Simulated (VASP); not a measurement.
Method: PBE GGA, VASP's PBE PAW potentials (set 64) (plane waves; VASP 6.6.1).

Input for VASP

INCAR:
```
SYSTEM=CuGa32As32
PREC=Normal; ENCUT=400; LREAL=Auto
LASPH=.True.; ISYM=0; NELECT=266.0
EDIFF=1E-5; NELM=100; NELMIN=4
ALGO=Fast; LMAXMIX=4
ISMEAR=0; SIGMA=0.05
GGA=PE
IBRION=2; NSW=60; ISIF=2
EDIFFG=-0.03
LWAVE=.True.; LCHARG=.False.
```

KPOINTS:
```
K-points
0
Gamma
1 1 1
0 0 0
```

File POSCAR:
```
CuGa32As32
1.0
 11.5222104212   0.0000000000   0.0000000000
  0.0000000000  11.5222104212   0.0000000000
  0.0000000000   0.0000000000  11.5222104212
Ga As Cu
32 32 1
direct
  0.5000000000   0.0000000000   0.0000000000
  0.7500000000   0.2500000000   0.0000000000
  0.7500000000   0.0000000000   0.2500000000
  0.0000000000   0.0000000000   0.0000000000
  0.2500000000   0.2500000000   0.0000000000
  0.5000000000   0.5000000000   0.0000000000
  0.7500000000   0.7500000000   0.0000000000
  0.2500000000   0.0000000000   0.2500000000
  0.4978500000   0.2461890000   0.2537800000
  0.7500000000   0.5000000000   0.2500000000
  0.5000000000   0.0000000000   0.5000000000
  0.7500000000   0.2500000000   0.5000000000
  0.7500000000   0.0000000000   0.7500000000
  0.0000000000   0.5000000000   0.0000000000
  0.2500000000   0.7500000000   0.0000000000
  0.0000000000   0.2500000000   0.2500000000
  0.2472500000   0.5019850000   0.2510400000
  0.5000000000   0.7500000000   0.2500000000
  0.0000000000   0.0000000000   0.5000000000
  0.2535140000   0.2492940000   0.5004610000
  0.4995300000   0.4975620000   0.5034130000
  0.7500000000   0.7500000000   0.5000000000
  0.2500000000   0.0000000000   0.7500000000
  0.5000000000   0.2500000000   0.7500000000
  0.7500000000   0.5000000000   0.7500000000
  0.0000000000   0.7500000000   0.2500000000
  0.0000000000   0.5000000000   0.5000000000
  0.2500000000   0.7500000000   0.5000000000
  0.0000000000   0.2500000000   0.7500000000
  0.2500000000   0.5000000000   0.7500000000
  0.5000000000   0.7500000000   0.7500000000
  0.0000000000   0.7500000000   0.7500000000
  0.6250000000   0.1250000000   0.1250000000
  0.8750000000   0.3750000000   0.1250000000
  0.8750000000   0.1250000000   0.3750000000
  0.1250000000   0.1250000000   0.1250000000
  0.3740060000   0.3735440000   0.1251170000
  0.6250000000   0.6250000000   0.1250000000
  0.8750000000   0.8750000000   0.1250000000
  0.3712470000   0.1208580000   0.3719240000
  0.6254130000   0.3791350000   0.3785160000
  0.8750000000   0.6250000000   0.3750000000
  0.6250000000   0.1250000000   0.6250000000
  0.8750000000   0.3750000000   0.6250000000
  0.8750000000   0.1250000000   0.8750000000
  0.1250000000   0.6250000000   0.1250000000
  0.3750000000   0.8750000000   0.1250000000
  0.1260410000   0.3729240000   0.3765470000
  0.3759360000   0.6266890000   0.3753570000
  0.6250000000   0.8750000000   0.3750000000
  0.1250000000   0.1250000000   0.6250000000
  0.3760740000   0.3791450000   0.6264650000
  0.6250000000   0.6250000000   0.6250000000
  0.8750000000   0.8750000000   0.6250000000
  0.3750000000   0.1250000000   0.8750000000
  0.6250000000   0.3750000000   0.8750000000
  0.8750000000   0.6250000000   0.8750000000
  0.1250000000   0.8750000000   0.3750000000
  0.1250000000   0.6250000000   0.6250000000
  0.3750000000   0.8750000000   0.6250000000
  0.1250000000   0.3750000000   0.8750000000
  0.3750000000   0.6250000000   0.8750000000
  0.6250000000   0.8750000000   0.8750000000
  0.1250000000   0.8750000000   0.8750000000
  0.3760840000   0.3774530000   0.3753870000
```

POTCAR, in this order: Ga As Cu (PBE.64 set). Program: vasp_gam.

Output

File OSZICAR:
```
...
RMM:  46    -0.263607374491E+03    0.39828E-05   -0.24165E-05   217   0.189E-02
   1 F= -.26360737E+03 E0= -.26357475E+03  d E =-.263607E+03
       N       E                     dE             d eps       ncg     rms          rms(c)
DAV:   1    -0.263760635829E+03   -0.15326E+00   -0.33824E+00   384   0.356E+00    0.740E-01
RMM:   2    -0.263780316443E+03   -0.19681E-01   -0.25973E-01   385   0.114E+00    0.288E-01
RMM:   3    -0.263783643532E+03   -0.33271E-02   -0.52943E-02   424   0.650E-01    0.223E-01
RMM:   4    -0.263783969253E+03   -0.32572E-03   -0.12303E-02   418   0.267E-01    0.125E-01
RMM:   5    -0.263784007868E+03   -0.38614E-04   -0.34655E-03   353   0.907E-02    0.375E-02
RMM:   6    -0.263784066413E+03   -0.58546E-04   -0.56976E-04   405   0.454E-02    0.229E-02
RMM:   7    -0.263784065057E+03    0.13560E-05   -0.11556E-04   314   0.255E-02    0.635E-03
RMM:   8    -0.263784066113E+03   -0.10553E-05   -0.15160E-05   206   0.121E-02
   2 F= -.26378407E+03 E0= -.26375810E+03  d E =-.176692E+00
       N       E                     dE             d eps       ncg     rms          rms(c)
DAV:   1    -0.263799829807E+03   -0.15765E-01   -0.64683E-01   384   0.155E+00    0.324E-01
RMM:   2    -0.263803366458E+03   -0.35367E-02   -0.48952E-02   388   0.515E-01    0.125E-01
RMM:   3    -0.263803971548E+03   -0.60509E-03   -0.10111E-02   418   0.290E-01    0.918E-02
RMM:   4    -0.263804037140E+03   -0.65592E-04   -0.24041E-03   410   0.120E-01    0.490E-02
RMM:   5    -0.263804060566E+03   -0.23426E-04   -0.77672E-04   348   0.449E-02    0.176E-02
RMM:   6    -0.263804072029E+03   -0.11463E-04   -0.11619E-04   306   0.217E-02    0.994E-03
RMM:   7    -0.263804072228E+03   -0.19902E-06   -0.19875E-05   210   0.156E-02
   3 F= -.26380407E+03 E0= -.26378058E+03  d E =-.196698E+00
       N       E                     dE             d eps       ncg     rms          rms(c)
DAV:   1    -0.263828996363E+03   -0.24924E-01   -0.85639E-01   332   0.168E+00    0.304E-01
RMM:   2    -0.263833202146E+03   -0.42058E-02   -0.52519E-02   374   0.511E-01    0.109E-01
RMM:   3    -0.263834307316E+03   -0.11052E-02   -0.13051E-02   426   0.287E-01    0.828E-02
RMM:   4    -0.263834368102E+03   -0.60786E-04   -0.18929E-03   398   0.110E-01    0.566E-02
RMM:   5    -0.263834310573E+03    0.57529E-04   -0.67014E-04   354   0.466E-02    0.157E-02
RMM:   6    -0.263834323867E+03   -0.13294E-04   -0.13017E-04   331   0.248E-02    0.116E-02
RMM:   7    -0.263834319362E+03    0.45048E-05   -0.54437E-05   256   0.185E-02
   4 F= -.26383432E+03 E0= -.26381110E+03  d E =-.302471E-01
       N       E                     dE             d eps       ncg     rms          rms(c)
DAV:   1    -0.263840597276E+03   -0.62734E-02   -0.85575E-01   344   0.167E+00    0.303E-01
RMM:   2    -0.263844791790E+03   -0.41945E-02   -0.52479E-02   371   0.524E-01    0.114E-01
RMM:   3    -0.263845912745E+03   -0.11210E-02   -0.13694E-02   428   0.306E-01    0.859E-02
RMM:   4    -0.263845973027E+03   -0.60281E-04   -0.20332E-03   395   0.114E-01    0.576E-02
RMM:   5    -0.263845916125E+03    0.56902E-04   -0.74458E-04   352   0.476E-02    0.154E-02
RMM:   6    -0.263845930038E+03   -0.13913E-04   -0.13695E-04   336   0.253E-02    0.120E-02
RMM:   7    -0.263845924268E+03    0.57694E-05   -0.52851E-05   251   0.182E-02
   5 F= -.26384592E+03 E0= -.26382284E+03  d E =-.418520E-01
       N       E                     dE             d eps       ncg     rms          rms(c)
DAV:   1    -0.263846090603E+03   -0.16057E-03   -0.23705E-02   392   0.278E-01    0.510E-02
RMM:   2    -0.263846204848E+03   -0.11424E-03   -0.14300E-03   374   0.910E-02    0.203E-02
RMM:   3    -0.263846235988E+03   -0.31140E-04   -0.39737E-04   355   0.542E-02    0.145E-02
RMM:   4    -0.263846237844E+03   -0.18564E-05   -0.62317E-05   254   0.268E-02
   6 F= -.26384624E+03 E0= -.26382317E+03  d E =-.421656E-01
       N       E                     dE             d eps       ncg     rms          rms(c)
DAV:   1    -0.263855658963E+03   -0.94230E-02   -0.27399E-01   344   0.100E+00    0.192E-01
RMM:   2    -0.263856719118E+03   -0.10602E-02   -0.16157E-02   365   0.322E-01    0.788E-02
RMM:   3    -0.263857037023E+03   -0.31790E-03   -0.47735E-03   425   0.201E-01    0.592E-02
RMM:   4    -0.263857075621E+03   -0.38597E-04   -0.10729E-03   387   0.759E-02    0.353E-02
RMM:   5    -0.263857071232E+03    0.43886E-05   -0.27826E-04   351   0.309E-02    0.124E-02
RMM:   6    -0.263857076769E+03   -0.55373E-05   -0.53362E-05   259   0.165E-02
   7 F= -.26385708E+03 E0= -.26383418E+03  d E =-.108389E-01
       N       E                     dE             d eps       ncg     rms          rms(c)
DAV:   1    -0.263858508016E+03   -0.14368E-02   -0.13321E-01   376   0.703E-01    0.135E-01
RMM:   2    -0.263859088756E+03   -0.58074E-03   -0.84369E-03   376   0.230E-01    0.548E-02
RMM:   3    -0.263859235512E+03   -0.14676E-03   -0.22334E-03   419   0.139E-01    0.410E-02
RMM:   4    -0.263859254736E+03   -0.19225E-04   -0.52106E-04   346   0.544E-02    0.248E-02
RMM:   5    -0.263859253585E+03    0.11510E-05   -0.15166E-04   316   0.254E-02    0.814E-03
RMM:   6    -0.263859256242E+03   -0.26568E-05   -0.25895E-05   214   0.146E-02
   8 F= -.26385926E+03 E0= -.26383644E+03  d E =-.130184E-01
       N       E                     dE             d eps       ncg     rms          rms(c)
DAV:   1    -0.263861416203E+03   -0.21626E-02   -0.16436E-01   344   0.765E-01    0.118E-01
RMM:   2    -0.263862089580E+03   -0.67338E-03   -0.81751E-03   388   0.211E-01    0.427E-02
RMM:   3    -0.263862251987E+03   -0.16241E-03   -0.18792E-03   421   0.106E-01    0.316E-02
RMM:   4    -0.263862261528E+03   -0.95409E-05   -0.26060E-04   321   0.452E-02    0.227E-02
RMM:   5    -0.263862257565E+03    0.39634E-05   -0.11389E-04   315   0.229E-02    0.647E-03
RMM:   6    -0.263862258928E+03   -0.13631E-05   -0.14984E-05   201   0.140E-02
   9 F= -.26386226E+03 E0= -.26383935E+03  d E =-.300269E-02
       N       E                     dE             d eps       ncg     rms          rms(c)
DAV:   1    -0.263861604485E+03    0.65308E-03   -0.15991E-01   344   0.756E-01    0.116E-01
RMM:   2    -0.263862265628E+03   -0.66114E-03   -0.80132E-03   384   0.213E-01    0.433E-02
RMM:   3    -0.263862435982E+03   -0.17035E-03   -0.19961E-03   419   0.113E-01    0.329E-02
RMM:   4    -0.263862446304E+03   -0.10323E-04   -0.28681E-04   320   0.469E-02    0.235E-02
RMM:   5    -0.263862442446E+03    0.38587E-05   -0.12285E-04   315   0.241E-02    0.665E-03
RMM:   6    -0.263862444125E+03   -0.16793E-05   -0.17428E-05   205   0.137E-02
  10 F= -.26386244E+03 E0= -.26383943E+03  d E =-.318788E-02
       N       E                     dE             d eps       ncg     rms          rms(c)
DAV:   1    -0.263862554063E+03   -0.11162E-03   -0.29363E-02   344   0.324E-01    0.496E-02
RMM:   2    -0.263862669988E+03   -0.11592E-03   -0.14379E-03   380   0.967E-02    0.202E-02
RMM:   3    -0.263862699575E+03   -0.29588E-04   -0.37602E-04   352   0.524E-02    0.141E-02
RMM:   4    -0.263862702767E+03   -0.31915E-05   -0.68886E-05   254   0.274E-02
  11 F= -.26386270E+03 E0= -.26383974E+03  d E =-.344652E-02
       N       E                     dE             d eps       ncg     rms          rms(c)
DAV:   1    -0.263863488824E+03   -0.78925E-03   -0.13983E-01   344   0.688E-01    0.790E-02
RMM:   2    -0.263863822602E+03   -0.33378E-03   -0.40486E-03   395   0.161E-01    0.288E-02
RMM:   3    -0.263863902989E+03   -0.80387E-04   -0.90853E-04   409   0.735E-02    0.223E-02
RMM:   4    -0.263863908755E+03   -0.57661E-05   -0.13403E-04   273   0.333E-02    0.159E-02
RMM:   5    -0.263863907394E+03    0.13608E-05   -0.45913E-05   242   0.188E-02
  12 F= -.26386391E+03 E0= -.26384137E+03  d E =-.120463E-02
```

**OUTCAR**
```
------------------------ aborting loop because EDIFF is reached ----------------------------------------
  FORCE on cell =-STRESS in cart. coord.  units (eV):
  Direction    XX          YY          ZZ          XY          YZ          ZX
  --------------------------------------------------------------------------------------
  Total       -1.0258366     -0.9541860     -1.0202933      0.1009530     -0.0422990     -0.1392549
  in kB       -1.0744381     -0.9993928     -1.0686321      0.1057359     -0.0443030     -0.1458524
  external PRESSURE =      -1.0474877 kB  Pullay stress =       0.0000000 kB
  volume of cell :     1529.70
      direct lattice vectors                 reciprocal lattice vectors
    11.522210421  0.000000000  0.000000000     0.086788903  0.000000000  0.000000000
     0.000000000 11.522210421  0.000000000     0.000000000  0.086788903  0.000000000
     0.000000000  0.000000000 11.522210421     0.000000000  0.000000000  0.086788903
  FREE ENERGIE OF THE ION-ELECTRON SYSTEM (eV)
  ---------------------------------------------------
  free  energy   TOTEN  =      -263.8639073939 eV

  energy  without entropy=     -263.8188355497  energy(sigma->0) =     -263.84137147

 reached required accuracy - stopping structural energy minimisation
```
(Selected blocks of OUTCAR.)

**CONTCAR**
```
CuGa32As32
   1.00000000000000
    11.5222104212000005    0.0000000000000000    0.0000000000000000
     0.0000000000000000   11.5222104212000005    0.0000000000000000
     0.0000000000000000    0.0000000000000000   11.5222104212000005
  Ga              As              Cu
    32    32     1
Direct
     0.4989593948551620    0.9991858771531025    0.9992940248912873
     0.7510252781445035    0.2510180783663045    0.9994283707916747
     0.7509136753535546    0.9991320833351582    0.2510161239172583
     0.9991750984013185    0.9994294997518822    0.9992897861262502
     0.2486774340153103    0.2485735566984759    0.0000657309717766
     0.5011922743689723    0.5009220517925470    0.0004284084566486
     0.7504640970979634    0.7505357933430256    0.9994354344122541
     0.2483798332689969    0.9990109722420620    0.2486719419919218
     0.5035279168379837    0.2447069226516508    0.2466966834509131
     0.7498574430107190    0.5010729668494796    0.2488993401358968
     0.5012638934907747    0.9989720140815426    0.5014671323378773
     0.7500853197148820    0.2486532026278270    0.5015100918208556
     0.7504161101767013    0.9994393785812921    0.7505385204776298
     0.9987113574189234    0.4987787991119708    0.9992609179534900
     0.2511380907531255    0.7508976445464127    0.9988716201206200
     0.9998500300189339    0.2485684564657854    0.2489481170425194
     0.2446781347868678    0.5047821156263705    0.2451731653702452
     0.5014253266238650    0.7500091998740279    0.2487478461494063
     0.9990646484373102    0.9992225106976675    0.4991089081717874
     0.2467594180679798    0.2453732972874412    0.5040904919364870
     0.5050690933934762    0.5049074326272751    0.5057468085083742
     0.7515585171291025    0.7511619997942747    0.4989338949187270
     0.2508279361755114    0.9990485785919110    0.7512185767460990
     0.5014503222540122    0.2486192904247544    0.7506654857508855
     0.7511943492286732    0.4988378542674984    0.7515931302083551
     0.9984252305099354    0.7508598001997936    0.2512277043478807
     0.9998625595214262    0.5010156696173609    0.5015336239665459
     0.2485738495457915    0.7501208452873355    0.5015487221084106
     0.9990417397288578    0.2509076466033731    0.7511883841499502
     0.2484597303308495    0.5011745111534316    0.7506252046915123
     0.4988969385568944    0.7511631300281899    0.7517987427462461
     0.9992762961380610    0.7507077618934189    0.7506060032605946
     0.6272534396116264    0.1228200827367245    0.1229014131274858
     0.8749796442403635    0.3749843732677089    0.1255920281703838
     0.8749085069799268    0.1253282008106800    0.3750953434832810
     0.1242465053212530    0.1241487570030151    0.1243878983675086
     0.3747740443197657    0.3748597530093439    0.1248835890858986
     0.6256810288144706    0.6255854754238123    0.1243802630365248
     0.8748044299007833    0.8750608352347325    0.1248915500770592
     0.3748257768193725    0.1230186898973870    0.3751200914782306
     0.6252553265347446    0.3750676326246115    0.3755107734875318
     0.8749824752847123    0.6243454738231822    0.3750715995151390
     0.6254341192222672    0.1242057077028133    0.6256638168324090
     0.8749720765611382    0.3749277045528388    0.6249169683047155
     0.8747840174859621    0.1249238074665715    0.8750074202053904
     0.1219628687602373    0.6280091143456031    0.1221475603257042
     0.3750644688996932    0.8747713009478626    0.1252580844612251
     0.1245818789583415    0.3748724580063395    0.3751543722010019
     0.3749969182837948    0.6254439515236964    0.3752075649229425
     0.6249133310971829    0.8748178196323138    0.3749895687759344
     0.1228518780809127    0.1228489341396306    0.6273793447890965
     0.3752727629620239    0.3750912296711901    0.6260995383079332
     0.6280744907474217    0.6282551695613833    0.6282541460875039
     0.8751340036551107    0.8752338160875240    0.6251748001275591
     0.3749745654678536    0.1252558712059392    0.8751698967437435
     0.6247575182630161    0.3749702905245667    0.8753981425296434
     0.8750894079480211    0.6251752157981555    0.8751644636639672
     0.1249582137370714    0.8747369480544182    0.3751121304458829
     0.1242683292252139    0.6255764722260696    0.6258615365574268
     0.3748979597733808    0.8748264187956143    0.6250963591841732
     0.1251481092802549    0.3749763951071006    0.8753217995279728
     0.3750081876039009    0.6244060746991988    0.8753088037488200
     0.6251485729506667    0.8752657043136521    0.8753096585358408
     0.1248464918315027    0.8749940239394691    0.8750164075778649
     0.3758923140215828    0.3791653562942076    0.3745311283838405
```

OUTCAR:
```
 val. band max:        2.4236842289   @ k =   0.0000   0.0000   0.0000

 cond. band min:       2.5065390851   @ k =   0.0000   0.0000   0.0000


 Fermi energy:         2.4751972492

 k-point     1 :       0.0000    0.0000    0.0000
  band No.  band energies     occupation
      1      -9.9140      2.00000
      2      -9.1772      2.00000
      3      -9.0981      2.00000
      4      -9.0956      2.00000
      5      -9.0947      2.00000
      6      -9.0706      2.00000
      7      -9.0702      2.00000
      8      -8.5233      2.00000
      9      -8.5116      2.00000
     10      -8.5105      2.00000
     11      -8.5078      2.00000
     12      -8.5003      2.00000
     13      -8.4977      2.00000
     14      -8.4962      2.00000
     15      -8.4710      2.00000
     16      -8.4693      2.00000
     17      -8.4581      2.00000
     18      -8.4567      2.00000
     19      -8.4563      2.00000
     20      -8.4099      2.00000
     21      -8.3772      2.00000
     22      -8.3763      2.00000
     23      -8.3762      2.00000
     24      -7.7587      2.00000
     25      -7.7541      2.00000
     26      -7.7533      2.00000
     27      -7.7091      2.00000
     28      -7.7080      2.00000
     29      -7.7073      2.00000
     30      -7.6818      2.00000
     31      -7.6816      2.00000
     32      -7.6754      2.00000
     33      -4.2034      2.00000
     34      -4.1999      2.00000
     35      -4.1941      2.00000
     36      -4.1153      2.00000
     37      -4.0159      2.00000
     38      -4.0143      2.00000
     39      -4.0135      2.00000
     40      -3.9492      2.00000
     41      -3.9482      2.00000
     42      -3.9472      2.00000
     43      -3.9150      2.00000
     44      -3.9133      2.00000
     45      -3.9119      2.00000
     46      -3.2638      2.00000
     47      -3.1273      2.00000
     48      -3.1230      2.00000
     49      -3.1198      2.00000
     50      -3.0793      2.00000
     51      -3.0787      2.00000
...
```

The cell is charged, with a uniform compensating background. The supercell is sampled at Γ alone, which is coarse: total energies, pressure and levels can be off, energies of defects by several tenths of an eV.

The cell is a supercell with a defect, built from GaAs (zinc blende): Cu_i, charge +1. The run is not spin-polarised, so no state with unpaired spins was tried.
